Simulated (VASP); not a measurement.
Input:

```xyz
5
Lattice="-2.1472 2.1472 5.0455 2.1472 -2.1472 5.0455 2.1472 2.1472 -5.0455" Properties=species:S:1:pos:R:3 pbc="T T T"
Sm     0.0000     0.0000     0.0000
Ge     0.0000     0.0000     6.2712
Ge     0.0000     0.0000     3.8199
Pd     2.1472     0.0000     2.5228
Pd     0.0000     2.1472     2.5228
```

The numbers are results of PBEsol GGA, VASP's PBE PAW potentials (set 64) (plane waves; VASP 6.6.1), not measurements. Settings: 300 eV cut-off, 5×5×5 Γ-centred mesh, Fermi-Dirac smearing of 0.10 eV, potentials Sm Ge_d Pd.

At this cut-off the stress carries a Pulay error, which pulls relaxed volumes low. The run has a spin-polarised start.

Question: Give the force on each atom (eV/Å).

Answer: 
```csv
atom,Fx,Fy,Fz
Sm1,0.000,0.000,0.000
Ge2,0.000,0.000,0.297
Ge3,0.000,0.000,-0.297
Pd4,0.000,0.000,0.000
Pd5,0.000,0.000,0.000
```

Question: Give the stress tensor in GPa (positive for a compressed cell).

Answer: 
```
-2.32   0.00   0.00
 0.00  -2.32   0.00
 0.00   0.00  -0.42
```
The pressure is its mean diagonal, -1.69 GPa.

The structure comes from a computed database's Pd2SmGe2 entry (I4/mmm); how it stands against other phases isn't given here. The cell was not relaxed at this level. The k-mesh is coarse (spacing up to 0.41 per Å, 2π included), so the numbers may not be converged in it.
